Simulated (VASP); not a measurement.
Level of theory: PBEsol GGA, VASP's PBE PAW potentials (set 64) (plane waves; VASP).

VASP ran on this input.

### INCAR
```
# general
SYSTEM  = MgI2
PREC    = Accurate
ENCUT   = 300
LREAL   = .False.
LASPH   = .True.

# electronic loop
EDIFF   = 1E-6
NELM    = 100
ALGO    = Normal
LMAXMIX = 4

# smearing
ISMEAR  = 0
SIGMA   = 0.01

# functional
GGA     = PS

# ions
ISIF    = 2

# output
LWAVE   = .False.
LCHARG  = .False.
```

KPOINTS:
```
Automatic mesh
0
Gamma
5 5 3
0 0 0
```

POSCAR:
```
MgI2
1
    4.1956800000     0.0000000000     0.0000000000
   -2.0978400000     3.6335650000     0.0000000000
    0.0000000000     0.0000000000     7.1057300000
Mg I
1 2
Direct
 -0.0123540000  -0.0018200000   0.0029440000
  0.3367350000   0.6690170000   0.2315730000
  0.6756190000   0.3328030000   0.7654830000
```

POTCAR, in this order: Mg I (PBE.64 set). Program: vasp_std.

Task: Predict the energy per atom (σ→0), largest force.

Result: 
| Property | Value |
|---|---|
| energy per atom (σ→0) | -2.800 eV/atom |
| largest force | 0.00894 Ry/bohr |

**OSZICAR**
```
...
DAV:   6    -0.843385618925E+01    0.13634E+00   -0.14825E-01   960   0.206E+00    0.256E+00
DAV:   7    -0.840130955648E+01    0.32547E-01   -0.13138E-01  1056   0.196E+00    0.669E-01
DAV:   8    -0.839910259542E+01    0.22070E-02   -0.98912E-03  1044   0.602E-01    0.237E-01
DAV:   9    -0.839907129476E+01    0.31301E-04   -0.75630E-04  1176   0.202E-01    0.827E-02
DAV:  10    -0.839906561253E+01    0.56822E-05   -0.39292E-05  1080   0.468E-02    0.419E-02
DAV:  11    -0.839906749615E+01   -0.18836E-05   -0.87966E-06  1116   0.230E-02    0.255E-02
DAV:  12    -0.839906737302E+01    0.12313E-06   -0.16148E-06   760   0.951E-03
   1 F= -.83990674E+01 E0= -.83990674E+01  d E =-.162843E-42
```

The structure comes from a computed database's MgI2 entry; how it stands against other phases isn't given here. The cell was not relaxed at this level, atoms are displaced from their ideal sites. The run is one of a series of settings (GGA = PS against the base run), some of them coarse on purpose.
